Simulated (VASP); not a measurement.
All values below come from r2SCAN meta-GGA, VASP's PBE PAW potentials (set 64) (plane waves; VASP).

Input for VASP

### POSCAR
```
InP
1
    0.0000000000     2.9350000000     2.9350000000
    2.9350000000     0.0000000000     2.9350000000
    2.9350000000     2.9350000000     0.0000000000
In P
1 1
Direct
  0.0000000000   0.0000000000   0.0000000000
  0.2500000000   0.2500000000   0.2500000000
```

### INCAR
```
! general
SYSTEM =InP
PREC   =Accurate
ENCUT  =400
LREAL  =.FALSE.
LASPH  =.TRUE.

! electronic loop
EDIFF  =1E-6
NELM   =100
ALGO   =Normal
LMAXMIX=4
LMIXTAU=.TRUE.

! smearing
ISMEAR =0
SIGMA  =0.05

! functional
METAGGA=R2SCAN

! ions
IBRION =2
NSW    =60
ISIF   =3
EDIFFG =-0.01

! output
LWAVE  =.FALSE.
LCHARG =.FALSE.
```

File KPOINTS:
```
kpoints
0
gamma
7 7 7
```

POTCAR, in this order: In_d P (PBE.64 set). Program: vasp_std.

Unless said otherwise, spin-orbit coupling is left out, though it shifts the bands of the heavy elements here.

What does the run give for the energy per atom (σ→0), volume per atom, band gap (on the k-mesh)?

The energy per atom (σ→0) is -16.147 eV/atom. The band gap (on the k-mesh) is 1.04 eV and the volume per atom is 25.71 Å³/atom.

**OSZICAR**
```
...
DAV:   4    -0.322932469488E+02   -0.19613E-04   -0.17442E-03   530   0.498E-01    0.163E-01
DAV:   5    -0.322934582584E+02   -0.21131E-03   -0.36426E-04   520   0.227E-01    0.429E-02
DAV:   6    -0.322931881505E+02    0.27011E-03   -0.45798E-04   528   0.294E-01    0.533E-02
DAV:   7    -0.322934596330E+02   -0.27148E-03   -0.23015E-04   520   0.192E-01    0.414E-02
DAV:   8    -0.322934412676E+02    0.18365E-04   -0.21332E-05   520   0.578E-02    0.942E-03
DAV:   9    -0.322934626518E+02   -0.21384E-04   -0.21211E-05   578   0.495E-02    0.872E-03
DAV:  10    -0.322934633679E+02   -0.71603E-06   -0.42526E-06   550   0.256E-02
   3 F= -.32293463E+02 E0= -.32293463E+02  d E =-.324514E-02
```

The compound is InP in the zinc blende structure. This run relaxes it. Symmetry was kept, so distortions that lower it aren't found.
